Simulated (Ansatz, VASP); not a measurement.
**Ba2HfO4 (P1, 7 atoms in the cell) computed with different codes at matched settings**

Self-consistent single point, at a second geometry (atoms moved at random). First geometry:

```
Ba2HfO4
1.0
   -2.08030     2.08030     6.77790
    2.08030    -2.08030     6.77790
    2.08030     2.08030    -6.77790
Ba Hf O
2 1 4
Direct
  0.35256   0.35256   0.00000
  0.64744   0.64744   0.00000
  0.00000   0.00000   0.00000
  0.50000   0.00000   0.50000
  0.00000   0.50000   0.50000
  0.15461   0.15461   0.00000
  0.84539   0.84539   0.00000
```

Second geometry:
```xyz
7
Lattice="-2.0803 2.0803 6.7779 2.0803 -2.0803 6.7779 2.0803 2.0803 -6.7779" Properties=species:S:1:pos:R:3 pbc="T T T"
Ba     0.0072    -0.0043     4.8103
Ba     0.0187     0.0195     8.7303
Hf     0.0081    -0.0490    -0.0233
O      0.0317     2.1273     0.0480
O      2.0619    -0.0253    -0.0195
O     -0.0337     0.0238     2.0565
O     -0.0136    -0.0117    11.5092
```

Shared settings, as Ansatz (a program for electronic structure) writes them: kpoints.mp_grid.grid = 6 6 6; scf.occupations.method = fixed. Potentials and cutoffs stand in the table.

```csv
code,model,ΔF from the first geometry (meV/atom),pressure (GPa),largest force (eV/Å),gap on the mesh (eV),cutoff
VASP,"PBEsol, VASP's PBE PAW potentials (set 64)",16.5,-3.36,1.233,3.390,400 eV
Ansatz,"PBEsol, PAW files made with PBE",19.0,-0.49,1.226,3.391,default
```

Size of the force on each atom (eV/Å): Sizes of forces hide their directions.

| code | Ba1 | Ba2 | Hf3 | O4 | O5 | O6 | O7 |
|---|---|---|---|---|---|---|---|
| VASP | 0.264 | 0.256 | 1.233 | 1.213 | 0.428 | 0.624 | 0.942 |
| Ansatz | 0.225 | 0.206 | 1.224 | 1.226 | 0.432 | 0.838 | 1.149 |

Gaps are read on the mesh.

On Ansatz's run: spin-orbit coupling is off.

The spread over the programs that give each value: ΔF from the first geometry within 2.5 meV/atom; pressure within 2.87 GPa; largest force within 0.007 eV/Å; gap on the mesh within 0.001 eV.

Ansatz's pressure is given at a fixed set of plane waves, as the other plane-wave codes print theirs; with its correction for the finite basis it is -0.16 GPa (the shift of 0.32 GPa shows how far the cutoff is from converged).

VASP's run is marked for a possible Pulay error in its stress at this cutoff; no cutoff test was made.

VASP ran the fixed occupations as a Gaussian smearing of 0.01 eV.

The starting cell comes from a database of computed structures (which also holds hypothetical and non-ambient phases and stackings), without a prior relaxation at this level. For this run, on top of that: atoms moved at random.

Left out of this page: CP2K (unsound by tests on forces, stress, charge or solver warnings).

Keys are those of Ansatz 0.2.
